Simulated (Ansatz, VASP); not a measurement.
**One calculation of As3O, two programs**

The input INCAR:

```
SYSTEM = As3O
PREC     = Accurate       ! precision mode
ENCUT    = 520            ! plane-wave cutoff, eV
EDIFF    = 1E-6           ! SCF threshold, eV
ISMEAR   = 0              ! smearing method
SIGMA    = 0.1            ! smearing width, eV
LREAL    = .False.        ! projectors in reciprocal space
LASPH    = .True.         ! aspherical terms in the spheres
NELM     = 100            ! most SCF steps
ALGO     = Normal         ! electronic algorithm
ISIF     = 2              ! what is computed and relaxed
LWAVE    = .False.        ! write WAVECAR
LCHARG   = .True.         ! write CHGCAR
GGA      = PE             ! functional
LELF     = .True.         ! ELF
LVHAR    = .True.       
NBANDS   = 31             ! bands
```

File KPOINTS:

```
regular mesh
0
Gamma
  6 6 2
  0 0 0
```

File POSCAR:

```
As3O
1.0
    4.8636601300      0.0000000000      0.0000000000
   -2.4318300700      4.2120532300      0.0000000000
    0.0000000000      0.0000000000      8.8400154500
As O
6 2
Direct
    0.0000000000      0.0000000000      0.2500000000
    0.0000000000      0.0000000000      0.7500000000
    0.3333333300      0.6666666700      0.9226301900
    0.6666666700      0.3333333300      0.0773698100
    0.6666666700      0.3333333300      0.4226301900
    0.3333333300      0.6666666700      0.5773698100
    0.3333333300      0.6666666700      0.2500000000
    0.6666666700      0.3333333300      0.7500000000
```

Input for Ansatz:

```yaml
crystal:
  lattice:
    - [4.86366013, 0.0, 0.0]
    - [-2.43183007, 4.21205323, 0.0]
    - [0.0, 0.0, 8.84001545]
  atoms:
    - { symbol: As, position: [0.0, 0.0, 0.25] }
    - { symbol: As, position: [0.0, 0.0, 0.75] }
    - { symbol: As, position: [0.33333333, 0.66666667, 0.92263019] }
    - { symbol: As, position: [0.66666667, 0.33333333, 0.07736981] }
    - { symbol: As, position: [0.66666667, 0.33333333, 0.42263019] }
    - { symbol: As, position: [0.33333333, 0.66666667, 0.57736981] }
    - { symbol: O, position: [0.33333333, 0.66666667, 0.25] }
    - { symbol: O, position: [0.66666667, 0.33333333, 0.75] }
basis:
  ecutwfc: 420
kpoints:
  mp_grid: { grid: [6, 6, 2] }
hamiltonian:
  xc: pbe
scf:
  occupations: { method: gaussian, width: 0.1 }
  lower_state_search: "off"
output:
  forces: true
  stress: true
  eigenvalues: true
```

Change from the starting cell: species swapped into the Mg3Au type (P6_3/mmc, No. 194).

Alike in both runs: task single point; functional PBE; k mesh 6 × 6 × 2; occupations gaussian, width 0.1 eV; no spin polarisation.

```csv
,VASP,Ansatz
version,VASP 6.6.1,Ansatz 0.2.0
potentials or method,"VASP PAW PBE potentials, release 64 (As, O)","scalar-relativistic, plane waves, PAW"
plane-wave cutoff (eV),520,420
valence electrons in the cell,42,102
```

|  | VASP | Ansatz | Ansatz less VASP |
| --- | --- | --- | --- |
| gap on the k mesh at the Fermi level (eV) | none | none | - |
| pressure (GPa) | -15.8 | -15.8 | +0.05 |
| largest component of the traceless stress (GPa) | 1.75 | 1.75 | +0.004 |
| rms of the force components (eV/Å) | 0.041 | 0.041 | -0.0003 |

Atom by atom the forces differ by 0.000 eV/Å (rms over components). A gap of «none» marks a metal or a gap that the smearing closes. The two sets of potentials don't hold the same shells in valence.

Caveats: so large a pressure means that the cell lies far from this level's equilibrium, or that cutoff or potentials fall short (VASP).
